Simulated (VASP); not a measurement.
Computed with PBE GGA, VASP's PBE PAW potentials (set 64) (plane waves; VASP).

The input files of a VASP run:

**POSCAR**
```
NiSi2
1
    0.0000000000     2.7591000000     2.7591000000
    2.7591000000     0.0000000000     2.7591000000
    2.7591000000     2.7591000000     0.0000000000
Si Ni
2 1
Direct
  0.2500000000   0.2500000000   0.2500000000
  0.7500000000   0.7500000000   0.7500000000
  0.0000000000   0.0000000000   0.0000000000
```

**KPOINTS**
```
kpoints
0
Gamma
9 9 9
0 0 0
```

INCAR:
```
SYSTEM  =  NiSi2
PREC  =  Accurate; ENCUT  =  400; LREAL  =  .FALSE.
LASPH  =  .TRUE.
EDIFF  =  1E-6; NELM  =  100; ALGO  =  Conjugate
LMAXMIX  =  4
ISMEAR  =  1; SIGMA  =  0.1
GGA  =  PE
ISIF  =  2
LWAVE  =  .FALSE.; LCHARG  =  .FALSE.
```

POTCAR, in this order: Si Ni (PBE.64 set). Program: vasp_std.

Question: Predict the energy per atom (σ→0), pressure.

Answer: 
- energy per atom (σ→0) = -5.784 eV/atom
- pressure = -5.01 GPa

File OSZICAR:
```
...
CGA:  15    -0.173514182430E+02   -0.64317E-04   -0.64146E-04   455   0.144E-03  -0.129E-05
CGA:  16    -0.173514806425E+02   -0.62400E-04   -0.62129E-04   455   0.626E-04   0.128E-05
CGA:  17    -0.173514881380E+02   -0.74954E-05   -0.75167E-05   455   0.250E-04   0.164E-06
CGA:  18    -0.173514968981E+02   -0.87601E-05   -0.88682E-05   455   0.602E-05  -0.843E-06
CGA:  19    -0.173514981285E+02   -0.12303E-05   -0.12219E-05   455   0.691E-05  -0.297E-06
CGA:  20    -0.173514995866E+02   -0.14581E-05   -0.14548E-05   455   0.900E-06  -0.281E-06
CGA:  21    -0.173514998624E+02   -0.27581E-06   -0.28584E-06   455   0.148E-05  -0.982E-07
   1 F= -.17351500E+02 E0= -.17351766E+02  d E =0.798010E-03
```

The compound is NiSi2 in the fluorite structure. The cell was not relaxed at this level. The run is one of a series of settings (ALGO = Conjugate against the base run), some of them coarse on purpose. The run is not spin-polarised, so no magnetic state was tried.
